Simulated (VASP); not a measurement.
# RbErSe2: interstitial H from one void to a neighbouring one, part 4 of 4

Wanted: the minimum-energy path in RbErSe2 for this move: interstitial H from one void to a neighbouring one. The start is a cell from a database of measured crystal structures.

VASP 6.6.1, plane waves and PAW; the level of theory is named at each step.

Still holding for the runs below: The data set Er_3 holds the 4f electrons frozen in the core, so no f bands or f moments appear.

So far. Step 3 (Relax the start): The run ended after 26 ionic steps, 0.493 eV below its first step, once the forces on the free atoms met EDIFFG = -0.05. Step 4 (Relax the end): The run ended after 23 ionic steps, 0.475 eV below its first step, once the forces on the free atoms met EDIFFG = -0.05.

## Step 5: Nudged elastic band

Level of this step: LDA, spin-polarised, with small moments to start from, 4f electrons in the core; plane waves and PAW (Er_3, Rb_pv, Se, H) (VASP).

Images on a straight line between the ends relax across the path, while springs keep them spaced along it.

Contents of INCAR:

```
SYSTEM = Rb4Er4HSe8
PREC = Normal
ENCUT = 280
EDIFF = 1E-05
NELM = 120
ISMEAR = 0
SIGMA = 0.05
LREAL = Auto
ALGO = Fast
GGA = CA
NBANDS = 84
ISPIN = 2
MAGMOM = 0 0 0 0 0 0 0.6 0.6 0 0 0 0 0 0 0 0 0.6
LASPH = .TRUE.
LMAXMIX = 6
LWAVE = .FALSE.
LCHARG = .FALSE.
IMAGES = 3
SPRING = -5
IBRION = 3
POTIM = 0.15
NSW = 60
EDIFFG = -0.05
ISYM = 0
ISIF = 0
SMASS = 1
```

Contents of POSCAR:

```
Rb4Er4HSe8
1.0
   -4.0968329030     -2.3653075793      7.7646004350
    4.0968329030     -2.3653075793      7.7646004350
    0.0000000000      4.7306151587      7.7646004350
Er Rb Se H
4 4 8 1
Direct
    0.5013614276      0.5010315272      0.5001204394
    0.0045351106      0.0047914321      0.5037352329
    0.0002369439      0.5010654889      0.0008612846
    0.5012701684      0.0006923782      0.0004963577
    0.0008823285      0.0005330311      0.0007973689
    0.5054420732      0.5048017490      0.0044080670
    0.5008923300      0.0009533448      0.5001722273
    0.0010661622      0.5009149190      0.5000253475
    0.7724061750      0.7724688476      0.7663371651
    0.2683004074      0.2684582815      0.7679539300
    0.2673099956      0.7720874911      0.2720554764
    0.7723389985      0.2668678631      0.2719595963
    0.2402051230      0.2406428277      0.2241539104
    0.7331275182      0.7332546179      0.2328427083
    0.7250176550      0.2403413165      0.7398219761
    0.2405567253      0.7243856739      0.7406045946
    0.0966376062      0.0926522805      0.5948772240
```

Contents of KPOINTS:

```
Automatic mesh
0
Gamma
2 2 2
0 0 0
```

Contents of 00/POSCAR:

```
Rb4Er4HSe8
1.0
   -4.0968329030     -2.3653075793      7.7646004350
    4.0968329030     -2.3653075793      7.7646004350
    0.0000000000      4.7306151587      7.7646004350
Er Rb Se H
4 4 8 1
Direct
    0.5013614276      0.5010315272      0.5001204394
    0.0045351106      0.0047914321      0.5037352329
    0.0002369439      0.5010654889      0.0008612846
    0.5012701684      0.0006923782      0.0004963577
    0.0008823285      0.0005330311      0.0007973689
    0.5054420732      0.5048017490      0.0044080670
    0.5008923300      0.0009533448      0.5001722273
    0.0010661622      0.5009149190      0.5000253475
    0.7724061750      0.7724688476      0.7663371651
    0.2683004074      0.2684582815      0.7679539300
    0.2673099956      0.7720874911      0.2720554764
    0.7723389985      0.2668678631      0.2719595963
    0.2402051230      0.2406428277      0.2241539104
    0.7331275182      0.7332546179      0.2328427083
    0.7250176550      0.2403413165      0.7398219761
    0.2405567253      0.7243856739      0.7406045946
    0.0966376062      0.0926522805      0.5948772240
```

Contents of 01/POSCAR:

```
Rb4Er4HSe8
1.0
   -4.0968329030     -2.3653075793      7.7646004350
    4.0968329030     -2.3653075793      7.7646004350
    0.0000000000      4.7306151587      7.7646004350
Er Rb Se H
4 4 8 1
Direct
    0.4995988026      0.4996290086      0.4989352698
    0.0030344125      0.0032648637      0.5027302450
   -0.0002821723      0.5006433357      0.0004853959
    0.5005895645      0.0002486371      0.0002166371
   -0.0007268785     -0.0008889060     -0.0006691670
    0.5037675701      0.5034576812      0.0029913004
    0.5003190634      0.0005337510      0.4999353519
    0.0005198090      0.5005439508      0.4998008762
    0.7710107908      0.7710792867      0.7664997540
    0.2658097387      0.2662931859      0.7698642707
    0.2651112914      0.7729209462      0.2689315927
    0.7730315422      0.2649292686      0.2687782198
    0.2378768264      0.2385050814      0.2261287293
    0.7315836573      0.7317462784      0.2329668328
    0.7254862293      0.2384045397      0.7368492792
    0.2385107655      0.7251509408      0.7373546361
    0.1743001366      0.1704825280      0.5468622625
```

Contents of 02/POSCAR:

```
Rb4Er4HSe8
1.0
   -4.0968329030     -2.3653075793      7.7646004350
    4.0968329030     -2.3653075793      7.7646004350
    0.0000000000      4.7306151587      7.7646004350
Er Rb Se H
4 4 8 1
Direct
    0.4978361777      0.4982264900      0.4977501002
    0.0015337143      0.0017382953      0.5017252572
   -0.0008012885      0.5002211824      0.0001095073
    0.4999089606     -0.0001951039     -0.0000630835
   -0.0023360855     -0.0023108431     -0.0021357029
    0.5020930670      0.5021136134      0.0015745337
    0.4997457967      0.0001141572      0.4996984765
   -0.0000265441      0.5001729826      0.4995764049
    0.7696154066      0.7696897258      0.7666623430
    0.2633190700      0.2641280903      0.7717746114
    0.2629125871      0.7737544012      0.2658077090
    0.7737240859      0.2629906741      0.2655968433
    0.2355485298      0.2363673351      0.2281035482
    0.7300397965      0.7302379390      0.2330909574
    0.7259548035      0.2364677628      0.7338765824
    0.2364648058      0.7259162076      0.7341046775
    0.2519626670      0.2483127754      0.4988473010
```

Contents of 03/POSCAR:

```
Rb4Er4HSe8
1.0
   -4.0968329030     -2.3653075793      7.7646004350
    4.0968329030     -2.3653075793      7.7646004350
    0.0000000000      4.7306151587      7.7646004350
Er Rb Se H
4 4 8 1
Direct
    0.4960735528      0.4968239715      0.4965649307
    0.0000330162      0.0002117268      0.5007202694
   -0.0013204046      0.4997990292     -0.0002663814
    0.4992283567     -0.0006388450     -0.0003428041
   -0.0039452925     -0.0037327803     -0.0036022388
    0.5004185638      0.5007695457      0.0001577671
    0.4991725300     -0.0003054365      0.4994616011
   -0.0005728973      0.4998020144      0.4993519336
    0.7682200224      0.7683001650      0.7668249319
    0.2608284014      0.2619629947      0.7736849522
    0.2607138828      0.7745878562      0.2626838253
    0.7744166296      0.2610520796      0.2624154668
    0.2332202332      0.2342295888      0.2300783671
    0.7284959356      0.7287295996      0.2332150820
    0.7264233778      0.2345309860      0.7309038856
    0.2344188460      0.7266814745      0.7308547190
    0.3296251974      0.3261430229      0.4508323395
```

Contents of 04/POSCAR:

```
Rb4Er4HSe8
1.0
   -4.0968329030     -2.3653075793      7.7646004350
    4.0968329030     -2.3653075793      7.7646004350
    0.0000000000      4.7306151587      7.7646004350
Er Rb Se H
4 4 8 1
Direct
    0.4943109278      0.4954214529      0.4953797611
   -0.0014676819     -0.0013148416      0.4997152815
   -0.0018395208      0.4993768760     -0.0006422701
    0.4985477528     -0.0010825860     -0.0006225247
   -0.0055544995     -0.0051547174     -0.0050687747
    0.4987440607      0.4994254779     -0.0012589996
    0.4985992634     -0.0007250303      0.4992247257
   -0.0011192504      0.4994310462      0.4991274623
    0.7668246382      0.7669106041      0.7669875208
    0.2583377327      0.2597978991      0.7755952929
    0.2585151786      0.7754213113      0.2595599416
    0.7751091733      0.2591134851      0.2592340903
    0.2308919366      0.2320918425      0.2320531860
    0.7269520747      0.7272212601      0.2333392065
    0.7268919520      0.2325942092      0.7279311887
    0.2323728862      0.7274467414      0.7276047604
    0.4072877278      0.4039732704      0.4028173780
```

The projector-augmented-wave data sets are Er_3, Rb_pv, Se and H (PBE family, release 64).

Run with:

```console
> mpirun -np 3 vasp_std
```

Output:

```text
[banner, memory and clock lines left out]
running    3 mpi-ranks, on    1 nodes
 each image running on    1 cores
[...]
01/POSCAR found :  4 types and      17 ions
 [... a notice as in an earlier step ...]

 LDA part: xc-table for (Slater(with rela. corr.)+CA(PZ))
 , standard interpolation
[...]
00/POSCAR found :  4 types and      17 ions
[...]
04/POSCAR found :  4 types and      17 ions
 POSCAR, INCAR and KPOINTS ok, starting setup
[...]
entering main loop
       N       E                     dE             d eps       ncg     rms          rms(c)
DAV:   1     0.659748756770E+03    0.65975E+03   -0.30719E+04  4180   0.816E+02
DAV:   2     0.852339679846E+01   -0.65123E+03   -0.59773E+03  4736   0.471E+02
DAV:   3    -0.830680009208E+02   -0.91591E+02   -0.87304E+02  4660   0.155E+02
DAV:   4    -0.897524366862E+02   -0.66844E+01   -0.66338E+01  4616   0.481E+01
[...]
RMM:  13    -0.872620461704E+02   -0.52382E-05   -0.25073E-04  3218   0.548E-02    0.534E-02
RMM:  14    -0.872620330075E+02    0.13163E-04   -0.28734E-05  1993   0.581E-02    0.253E-02
RMM:  15    -0.872620316543E+02    0.13531E-05   -0.88794E-06  1846   0.610E-02
   1 F= -.87262032E+02 E0= -.87259438E+02  d E =-.872620E+02  mag=     0.7782
[... from here on, the cycles between the ionic steps are left out ...]
   2 F= -.87290180E+02 E0= -.87287700E+02  d E =-.281485E-01  mag=     0.7643
   6 F= -.87382391E+02 E0= -.87380119E+02  d E =-.154686E-01  mag=     0.7512
  11 F= -.87423485E+02 E0= -.87421259E+02  d E =-.550254E-02  mag=     0.7502
  16 F= -.87443664E+02 E0= -.87441429E+02  d E =-.342653E-02  mag=     0.7500
  21 F= -.87458686E+02 E0= -.87456396E+02  d E =-.279165E-02  mag=     0.7500
  26 F= -.87471591E+02 E0= -.87469226E+02  d E =-.245869E-02  mag=     0.7500
  31 F= -.87483097E+02 E0= -.87480667E+02  d E =-.219724E-02  mag=     0.7500
  36 F= -.87493401E+02 E0= -.87490942E+02  d E =-.197296E-02  mag=     0.7500
  41 F= -.87502662E+02 E0= -.87500222E+02  d E =-.176932E-02  mag=     0.7499
  46 F= -.87510951E+02 E0= -.87508565E+02  d E =-.158166E-02  mag=     0.7493
  51 F= -.87518333E+02 E0= -.87515991E+02  d E =-.140546E-02  mag=     0.7464
  56 F= -.87524923E+02 E0= -.87522511E+02  d E =-.127023E-02  mag=     0.7351
  59 F= -.87528647E+02 E0= -.87526044E+02  d E =-.123268E-02  mag=     0.7143
  60 F= -.87529887E+02 E0= -.87527172E+02  d E =-.123982E-02  mag=     0.7011
damped:  g(F)=  0.123E-02 g(S)=  0.000E+00 dE (1.order)=-0.246E-02
```

The job ended after 36 min (3 MPI ranks of Intel Xeon 6975P-C (Granite Rapids), shared host; peak memory 0.94 GiB).

From OUTCAR (step 5):

```text
  tangential force (eV/A)        -0.546753
  left and right image   1.144767  1.145550 A

  tangential force (eV/A)        -0.545366
  left and right image   1.146995  1.147767 A

 spin component 1
 k-point     1 :       0.0000    0.0000    0.0000
  band No.  band energies     occupation
    ...
     53       0.0618      1.00000
     54       0.4294      1.00000
     55       0.7752      1.00000
     56       0.8452      1.00000
     57       1.4034      1.00000
     58       2.4549      0.00000
     59       2.5140      0.00000
     60       3.0227      0.00000
     61       3.6838      0.00000
     62       3.8298      0.00000
    ...

 k-point     2 :       0.5000    0.0000    0.0000
  band No.  band energies     occupation
    ...
     53       0.0363      1.00000
     54       0.1066      1.00000
     55       0.1784      1.00000
     56       0.2007      1.00000
     57       1.7548      1.00000
     58       3.2812      0.00000
     59       3.3510      0.00000
     60       3.7646      0.00000
     61       3.9324      0.00000
     62       4.1368      0.00000
    ...

 POSITION                                       TOTAL-FORCE (eV/Angst)
 -----------------------------------------------------------------------------------
      0.00006     -0.00195     11.65035        -0.000879     -0.009690      0.037703
      0.00012      2.38711      4.03696         0.000616     -0.003267      0.040545
     -2.04678     -3.55170     11.67664         0.010692     -0.007880      0.017919
     -2.05032     -1.18619      3.91180        -0.010795     -0.008485      0.018315
      0.00023     -0.09347     23.29526        -0.000025      0.014503      0.033059
      0.00035     -2.35669      7.85725        -0.000140     -0.033000      0.055205
     -2.21777      1.15938      7.85023         0.081501      0.003129      0.023690
      2.21723      1.15957      7.85033        -0.078977      0.002717      0.024019
     -0.00016     -0.01675     17.98927         0.000264     -0.034026      0.016001
     -0.00014      2.36240     10.13551         0.000212     -0.004791      0.028224
      2.09824     -1.18550     10.18816        -0.001119     -0.002685      0.036545
     -2.09791     -1.18562     10.18835         0.000624     -0.002879      0.035895
     -0.00022     -0.05868      5.53156         0.000732     -0.068777      0.016184
     -0.00017     -2.38138     13.18322         0.000181     -0.002158      0.047046
[...]
-----------------------------------------------------------------------------------
    total drift:                               -0.000808      0.014951     -0.044905

  FREE ENERGIE OF THE ION-ELECTRON SYSTEM (eV)
  ---------------------------------------------------
  free  energy   TOTEN  =       -87.5298869817 eV

  energy  without entropy=      -87.5244572326  energy(sigma->0) =      -87.52717211

  tangential force (eV/A)        -0.542442
  left and right image   1.149241  1.150001 A

[... 5 parts as in an earlier step ...]

[... 15 further parts left out ...]
[key lines of the parts left out:]
E-fermi :   2.0682
```

The band used up its steps before its forces met the threshold, so no barrier is taken from it.

## Step 6: What came out

- result: none

The session ends without its result: «nudged elastic band» used up its steps.

[Lines on the potential files, build, host, timing and source positions are cut from VASP's logs without a mark.]

[Logs are printed without paths, hosts, clocks, repeated set-up lines and the standing remarks that a program may print on its own settings, such as how far it seeks lower states.]

[Hosts, paths, dates, database ids (printed as entryN), source tags and the programs' standing remarks are cut or masked in the printed files.]

[Runs that stopped without an error message from VASP are left out.]
